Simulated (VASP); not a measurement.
# VMoS3 (R-3) in VASP: relaxation of cell and atoms with PBE

Aim: the relaxation of cell and atoms of VMoS3 with PBE.

All numbers are computed with VASP 6.6.1; they aren't measurements. Logs are shortened: lines on timing, memory, paths and dates and some standing lists are left out, and cuts for length are marked.

### 1 The structure

It takes space group R-3 (No. 148, trigonal). Conventional cell: a = 6.260 Å, b = 6.260 Å, c = 17.300 Å, α = 90.00°, β = 90.00°, γ = 120.00°. Around V (site symmetry 3) lie 6 S at 2.56 to 2.70 Å. Mo (site symmetry 3) has 6 S at 2.30 to 2.57 Å as nearest neighbours. S (site symmetry 1) has 2 Mo at 2.30 to 2.57 Å and 1 V at 2.56 Å as nearest neighbours.

The cell was built by a generator and needn't be a form met in nature.

### 2 Relaxation of cell and atoms, PBE, collinear spin, ferromagnetic start

File INCAR:

```
PREC = Normal
ENCUT = 520
EDIFF = 1E-4
ISMEAR = 0
SIGMA = 0.15
LREAL = Auto
LASPH = T
NELM = 60
ALGO = Fast
ISIF = 3
LWAVE = F
LCHARG = F
ISPIN = 2
MAGMOM = 2 2 1 1 0 0 0 0 0 0
LORBIT = 11
LMAXMIX = 4
GGA = PE
IBRION = 2
NSW = 24
EDIFFG = -0.08
KPAR = 2
```

File KPOINTS:

```
regular mesh
0
Gamma
  3 3 3
```

File POSCAR:

```
VMoS3
1.0
    3.1300000000      1.8071063400      5.7666666700
   -3.1300000000      1.8071063400      5.7666666700
    0.0000000000     -3.6142126900      5.7666666700
V Mo S
2 2 6
Direct
    0.3550000000      0.3550000000      0.3550000000
    0.6450000000      0.6450000000      0.6450000000
    0.1460000000      0.1460000000      0.1460000000
    0.8540000000      0.8540000000      0.8540000000
    0.7780000000      0.4380000000      0.0490000000
    0.4380000000      0.0490000000      0.7780000000
    0.0490000000      0.7780000000      0.4380000000
    0.2220000000      0.5620000000      0.9510000000
    0.5620000000      0.9510000000      0.2220000000
    0.9510000000      0.2220000000      0.5620000000
```

Potentials or basis: VASP PAW PBE potentials, release 64 (V_sv, Mo_sv, S).

The run is started by

```
> cat potpaw_PBE.64/V_sv/POTCAR potpaw_PBE.64/Mo_sv/POTCAR potpaw_PBE.64/S/POTCAR > POTCAR
> mpirun -np 2 vasp_std > vasp.out
```

OUTCAR:

```text
PREC = Normal
   ENCUT = 520
   EDIFF = 1E-4
   ISMEAR = 0
   LREAL = Auto
   LASPH = T
   NELM = 60
   ISIF = 3
   ISPIN = 2
   LORBIT = 11
   GGA = PE
   IBRION = 2
   NSW = 24
   EDIFFG = -0.08

 ion  position               nearest neighbor table
   1  0.355  0.355  0.355-   7 2.56   5 2.56   6 2.56  10 2.70   9 2.70   8 2.70
   2  0.645  0.645  0.645-  10 2.56   8 2.56   9 2.56   7 2.70   6 2.70   5 2.70
   3  0.146  0.146  0.146-   5 2.30   7 2.30   6 2.30   8 2.57   9 2.57  10 2.57
   4  0.854  0.854  0.854-   8 2.30  10 2.30   9 2.30   5 2.57   6 2.57   7 2.57
   5  0.778  0.438  0.049-   3 2.30   1 2.56   4 2.57   2 2.70
   6  0.438  0.049  0.778-   3 2.30   1 2.56   4 2.57   2 2.70
   7  0.049  0.778  0.438-   3 2.30   1 2.56   4 2.57   2 2.70
   8  0.222  0.562  0.951-   4 2.30   2 2.56   3 2.57   1 2.70
   9  0.562  0.951  0.222-   4 2.30   2 2.56   3 2.57   1 2.70
  10  0.951  0.222  0.562-   4 2.30   2 2.56   3 2.57   1 2.70

  LATTYP: Found a trigonal (rhomboedric) cell.
 ALAT       =     6.8056577792
 COS(alpha) =     0.5769628993

  Lattice vectors:

 A1 = (   3.1300000000,   1.8071063400,   5.7666666700)
 A2 = (  -3.1300000000,   1.8071063400,   5.7666666700)
 A3 = (   0.0000000000,  -3.6142126900,   5.7666666700)

Analysis of symmetry for initial positions (statically):
=====================================================================
 Subroutine PRICEL returns:
 Original cell was already a primitive cell.

 Routine SETGRP: Setting up the symmetry group for a
 trigonal (rhombohedral) supercell.

 Subroutine GETGRP returns: Found  6 space group operations
 (whereof  6 operations were pure point group operations)
 out of a pool of 12 trial point group operations.

The static configuration has the point symmetry S_6 .

Analysis of symmetry for dynamics (positions and initial velocities):
=====================================================================
 Subroutine PRICEL returns:
 Original cell was already a primitive cell.

 Routine SETGRP: Setting up the symmetry group for a
 trigonal (rhombohedral) supercell.

 Subroutine GETGRP returns: Found  6 space group operations
 (whereof  6 operations were pure point group operations)
 out of a pool of 12 trial point group operations.

The dynamic configuration has the point symmetry S_6 .

Analysis of structural, dynamic, and magnetic symmetry:
=====================================================================
 Subroutine PRICEL returns:
 Original cell was already a primitive cell.

 Routine SETGRP: Setting up the symmetry group for a
 trigonal (rhombohedral) supercell.

 Subroutine GETGRP returns: Found  6 space group operations
 (whereof  6 operations were pure point group operations)
 out of a pool of 12 trial point group operations.

The overall configuration has the point symmetry S_6 .

 Subroutine INISYM returns: Found  6 space group operations
 (whereof  6 operations are pure point group operations),
 and found     1 'primitive' translations

----------------------------------------------------------------------------------------

                                     Primitive cell

  volume of cell :     195.7060

  direct lattice vectors                    reciprocal lattice vectors
     3.130000000  1.807106340  5.766666670     0.159744409  0.092228477  0.057803468
    -3.130000000  1.807106340  5.766666670    -0.159744409  0.092228477  0.057803468
     0.000000000 -3.614212690  5.766666670     0.000000000 -0.184456955  0.057803468

  length of vectors
     6.805657779  6.805657779  6.805657782     0.193301860  0.193301860  0.193301860

  position of ions in fractional coordinates (direct lattice)
     0.355000000  0.355000000  0.355000000
     0.645000000  0.645000000  0.645000000
     0.146000000  0.146000000  0.146000000
     0.854000000  0.854000000  0.854000000
     0.778000000  0.438000000  0.049000000
     0.438000000  0.049000000  0.778000000
     0.049000000  0.778000000  0.438000000
     0.222000000  0.562000000  0.951000000
[... 52 lines left out ...]
   total plane-waves  NPLWV =  64000
   dimension x,y,z NGX =    40 NGY =   40 NGZ =   40
   dimension x,y,z NGXF=    80 NGYF=   80 NGZF=   80
   ions per type =               2   2   6
   NGX,Y,Z   is equivalent  to a cutoff of   9.77,  9.77,  9.77 a.u.
   NGXF,Y,Z  is equivalent  to a cutoff of  19.54, 19.54, 19.54 a.u.
 SYSTEM =  unknown system
   PREC   = normal    normal or accurate (medium, high low for compatibility)
   ISTART =      0    job   : 0-new  1-cont  2-samecut
   ICHARG =      2    charge: 1-file 2-atom 10-const
   ISPIN  =      2    spin polarized calculation?
   LNONCOLLINEAR =      F non collinear calculations
   LSORBIT =      F    spin-orbit coupling
   LASPH  =      T    aspherical Exc in radial PAW
   ENCUT  =  520.0 eV  38.22 Ry    6.18 a.u.  12.65 12.65 12.65*2*pi/ulx,y,z
   NELM   =     60;   NELMIN=  2; NELMDL= -5     # of ELM steps
   EDIFF  = 0.1E-03   stopping-criterion for ELM
   LREAL  =      T    real-space projection
   EDIFFG = -.8E-01   stopping-criterion for IOM
   NSW    =     24    number of steps for IOM
   IBRION =      2    ionic relax: 0-MD 1-quasi-New 2-CG
   NFREE  =      1    steps in history (QN), initial steepest desc. (CG)
   ISIF   =      3    stress and relaxation
   ISYM   =      2    0-nonsym 1-usesym 2-fastsym
   POTIM  = 0.5000    time-step for ionic-motion
   TEBEG  =    0.0;   TEEND  =   0.0 temperature during run
   PSTRESS=    0.0 pullay stress
   NELECT =      90.0000    total number of electrons
   NUPDOWN=      -1.0000    fix difference up-down
   EMIN   =  10.00;   EMAX   =-10.00  energy-range for DOS
   EFERMI =   0.00;   METHOD = LEGACY
   ISMEAR =     0;   SIGMA  =   0.15  broadening in eV -4-tet -1-fermi 0-gaus
   EFERMI_NEDOS =   21; number of points for ismear=-14 and -15
   IALGO  =     68    algorithm
   IMIX   =      4    mixing-type and parameters
     AMIX     =   0.40;   BMIX     =  1.00
     AMIX_MAG =   1.60;   BMIX_MAG =  1.00
  volume/ion in A,a.u.               =      19.57       132.07
  Fermi-wavevector in a.u.,A,eV,Ry     =   1.263633  2.387920 21.725352  1.596768
  Thomas-Fermi vector in A             =   2.396980
   LORBIT       =     11    0 simple, 1 ext, 2 COOP (PROOUT), +10 PAW based schemes
   GGA     = PE    functional components
   LHFCALC =     F    Hartree Fock is set to
   AEXX    =    0.0000 exact exchange contribution
   IVDW    =     0    specifies the selected vdW correction
   LEPSILON=     F    determine dielectric tensor
   LRPA    =     F    only Hartree local field effects (RPA)
 conjugate gradient relaxation of ions
 spin polarized calculation
 RMM-DIIS sequential band-by-band and
 Gauss-broadening in eV      SIGMA  =   0.15
  energy-cutoff  :      520.00
  volume of cell :      195.71
 maximum number of plane-waves:      5319
   NGX = 25   NGY = 25   NGZ = 25

--------------------------------------- Ionic step        1  -------------------------------------------

 number of electron      89.9999998 magnetization       9.4866116

 Free energy of the ion-electron system (eV)
  ---------------------------------------------------
  ext. energy  EPLUGINS =         0.00000000
  ---------------------------------------------------
  free energy    TOTEN  =       -69.03432663 eV

  energy without entropy =      -68.93047262  energy(sigma->0) =      -68.98239963

------------------------ aborting loop because EDIFF is reached ----------------------------------------

  FORCE on cell =-STRESS in cart. coord.  units (eV):
  Direction    XX          YY          ZZ          XY          YZ          ZX
  --------------------------------------------------------------------------------------
  -------------------------------------------------------------------------------------
  Total       -2.1411161     -2.1411161     -2.8071190     -0.0000037      0.0000000     -0.0000000
  in kB      -17.5285763    -17.5285763    -22.9809123     -0.0000299      0.0000000     -0.0000000
  external PRESSURE =     -19.3460216 kB  Pullay stress =       0.0000000 kB
[... 113 lines left out ...]
  FREE ENERGIE OF THE ION-ELECTRON SYSTEM (eV)
  ---------------------------------------------------
  free  energy   TOTEN  =       -70.2050432583 eV

  energy  without entropy=      -70.1000433875  energy(sigma->0) =      -70.15254332

[... ionic steps 4 to 17 ...]

--------------------------------------- Ionic step       18  -------------------------------------------

 number of electron      90.0000005 magnetization      -0.0008329

------------------------ aborting loop because EDIFF is reached ----------------------------------------
[... 83 lines left out ...]
--------------------------------------- Ionic step       20  -------------------------------------------

 number of electron      89.9999999 magnetization      -0.0003411

 Free energy of the ion-electron system (eV)
  ---------------------------------------------------
  ext. energy  EPLUGINS =         0.00000000
  ---------------------------------------------------
  free energy    TOTEN  =       -72.08593977 eV

  energy without entropy =      -71.98393771  energy(sigma->0) =      -72.03493874

 E-fermi :   8.5146     XC(G=0): -11.3343

 val. band max:        8.5022429815   @ k =   0.3333   0.3333   0.0000
 cond. band min:       8.5471643155   @ k =   0.3333   0.0000   0.0000
 fundamental gap:      0.0449213339
 Fermi energy:         8.5145887460

 spin component 1

 k-point     1 :       0.0000    0.0000    0.0000
  band No.  band energies     occupation
      1     -56.0611      1.00000
      2     -56.0527      1.00000
      3     -52.9477      1.00000
      4     -52.9272      1.00000
      5     -29.9695      1.00000
      6     -29.9695      1.00000
[... 349 lines left out ...]
     56      11.2374      0.00000
     57      11.6458      0.00000
 Fermi energy:         8.5145887460

 spin component 2

 k-point     1 :       0.0000    0.0000    0.0000
  band No.  band energies     occupation
      1     -56.0612      1.00000
      2     -56.0528      1.00000
      3     -52.9477      1.00000
      4     -52.9272      1.00000
      5     -29.9696      1.00000
      6     -29.9696      1.00000
[... 386 lines left out ...]
  FREE ENERGIE OF THE ION-ELECTRON SYSTEM (eV)
  ---------------------------------------------------
  free  energy   TOTEN  =       -72.0859397702 eV

  energy  without entropy=      -71.9839377090  energy(sigma->0) =      -72.03493874

 reached required accuracy - stopping structural energy minimisation

 total charge

# of ion       s       p       d       tot
------------------------------------------
    1        2.232   6.226   3.123  11.582
    2        2.232   6.226   3.123  11.582
    3        2.269   6.187   3.947  12.403
    4        2.269   6.187   3.947  12.403
    5        1.330   2.397   0.000   3.727
    6        1.330   2.397   0.000   3.727
    7        1.330   2.397   0.000   3.727
    8        1.330   2.397   0.000   3.727
    9        1.330   2.397   0.000   3.727
   10        1.330   2.397   0.000   3.727
--------------------------------------------------
tot         16.983  39.208  14.139  70.330

 magnetization (x)

# of ion       s       p       d       tot
------------------------------------------
    1       -0.000  -0.000  -0.000  -0.000
    2       -0.000  -0.000  -0.000  -0.000
    3       -0.000  -0.000  -0.000  -0.000
    4       -0.000  -0.000  -0.000  -0.000
    5       -0.000  -0.000   0.000  -0.000
    6       -0.000  -0.000   0.000  -0.000
    7       -0.000  -0.000   0.000  -0.000
    8       -0.000  -0.000   0.000  -0.000
    9       -0.000  -0.000   0.000  -0.000
   10       -0.000  -0.000   0.000  -0.000
--------------------------------------------------
tot         -0.000  -0.000  -0.000  -0.000
```

Wall time 18 min (2 MPI ranks of Intel Xeon Platinum 8259CL at 2.50GHz (Skylake/Cascade Lake), shared host); peak memory 0.35 GiB.

Results:

```
Free energy                                           : -72.0859 eV
Relaxed volume                                        : 16.16 Å³/atom
Relaxed cell                                          : a = 6.696 Å, b = 6.696 Å, c = 6.696 Å, α = 49.90°, β = 49.90°, γ = 49.90°
Space group after relaxing (to 0.05 Å)                : R-3 (No. 148)
Energy gained by relaxing                             : 305.2 meV/atom
Ionic steps                                           : 20
Pressure after relaxing                               : 0.1 GPa
Largest force after relaxing                          : 0.068 eV/Å
Band gap on the k mesh                                : none (metal or under the smearing width)
Net moment                                            : 0.00 μB per cell
Valence electrons inside the program's atomic spheres : V 11.58; Mo 12.40; S 3.73
```

Forces on the atoms (eV/Å):
```
V    0.000  0.000 -0.068
V    0.000  0.000  0.068
Mo   0.000  0.000  0.000
Mo   0.000  0.000  0.000
S    0.010 -0.040 -0.004
S   -0.040  0.012 -0.004
S    0.030  0.028 -0.004
S   -0.010  0.040  0.004
S    0.040 -0.012  0.004
S   -0.030 -0.028  0.004
```

The path:
| step | energy change (eV) | largest force (eV/Å) | pressure (GPa) | volume (Å³) |
| --- | --- | --- | --- | --- |
| 1 | 0.0000 | 1.7235 | -1.93 | 195.71 |
| 2 | -0.8261 | 0.8598 | -2.47 | 189.09 |
| 3 | -1.1707 | 0.8500 | -3.21 | 182.42 |
| 4 | -1.1845 | 0.9997 | -2.54 | 180.58 |
| 5 | -1.5665 | 1.2610 | 4.45 | 167.86 |
| 6 | -1.5714 | 1.2866 | 5.21 | 166.46 |
| 7 | -1.8493 | 1.3905 | 5.34 | 165.44 |
| 8 | -2.4574 | 1.4522 | 3.79 | 162.39 |
| 9 | -1.7082 | 2.1617 | 4.47 | 156.37 |
| 10 | -2.5948 | 1.2402 | 2.81 | 161.03 |
| 11 | -2.6039 | 1.3272 | 3.01 | 160.28 |
| 12 | -2.8630 | 0.5883 | -1.00 | 163.59 |
| 13 | -2.8838 | 0.4407 | -1.56 | 164.61 |
| 14 | -2.8517 | 0.4048 | -3.69 | 166.67 |
| 15 | -2.8852 | 0.3962 | -2.25 | 165.03 |
| 16 | -2.9405 | 0.2409 | 0.33 | 162.35 |
| 17 | -2.9438 | 0.2720 | 1.09 | 161.54 |
| 18 | -2.9814 | 0.2577 | 0.47 | 161.93 |
| 19 | -3.0428 | 0.1908 | -0.62 | 162.96 |
| 20 | -3.0516 | 0.0681 | 0.08 | 161.61 |

Final structure:
```
V Mo S
1.0
     2.82441    1.63067    5.84816
    -2.82441    1.63067    5.84816
     0.00000   -3.26135    5.84816
V Mo S
2 2 6
Direct
  0.33300 0.33300 0.33300
  0.66700 0.66700 0.66700
  0.16641 0.16641 0.16641
  0.83359 0.83359 0.83359
  0.74206 0.41010 0.09082
  0.41010 0.09082 0.74206
  0.09082 0.74206 0.41010
  0.25794 0.58990 0.90918
  0.58990 0.90918 0.25794
  0.90918 0.25794 0.58990
```

Levels at points of the mesh, in eV from the Fermi level:
Spin up:
```
           k point  band 41  band 42  band 43  band 44  band 45  band 46  band 47  band 48  band 49  band 50
(0.00, 0.00, 0.00)    -1.06    -0.72    -0.72    -0.65    -0.65    -0.36    -0.36     0.33     1.08     1.08
```
Spin down:
| k point | band 41 | band 42 | band 43 | band 44 | band 45 | band 46 | band 47 | band 48 | band 49 | band 50 |
| --- | --- | --- | --- | --- | --- | --- | --- | --- | --- | --- |
| (0.00, 0.00, 0.00) | -1.06 | -0.72 | -0.72 | -0.65 | -0.65 | -0.36 | -0.36 | 0.33 | 1.08 | 1.08 |

Caveat: the k mesh is coarse (spacing up to 0.40 Å⁻¹), so the values aren't converged; the volume moved by over 15 % at a fixed basis, so the end points are rough; the relaxation stopped at a loose force limit of 0.08 eV/Å, so its end isn't a converged minimum.
